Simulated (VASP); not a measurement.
A convergence study with VASP on CdO: one setting is varied, all else stays as given below, so the limit is that of these other settings.

```
CdO
1.0
    3.31343     0.00000     0.00000
   -3.31343     3.31343     0.00000
    0.00000     0.00000    21.02881
Cd O
4 4
Direct
  0.00000   0.00000   0.44429
  0.00000   0.50000   0.33288
  0.00000   0.00000   0.66712
  0.00000   0.50000   0.55571
  0.00000   0.50000   0.44429
  0.00000   0.00000   0.33288
  0.00000   0.50000   0.66712
  0.00000   0.00000   0.55571
```

Method: PBE GGA, VASP's PBE PAW potentials (set 64) (plane waves; VASP). The tightest run used: 800 eV cut-off, 9×9×1 Γ-centred mesh, Fermi-Dirac smearing of 0.010 eV, potentials Cd O.

```csv
setting,E (eV/atom),plane waves
ENCUT = 200,-3.6825,1512
ENCUT = 240,-3.9250,1974
ENCUT = 280,-3.8322,2493
```

Task: These are the cheaper rows. Estimate the results at ENCUT = 800, and how far the last row shown lies from them.

Result: 
| quantity | tightest run | last row shown is off by |
|---|---|---|
| E (eV/atom) | -3.7715 | -0.0607 |

Left out are rungs that failed or repeat a setting and relaxations that didn't move; long series are thinned to 24 rows.

The cell is a sheet or thin cut with vacuum, built from a generated structure.
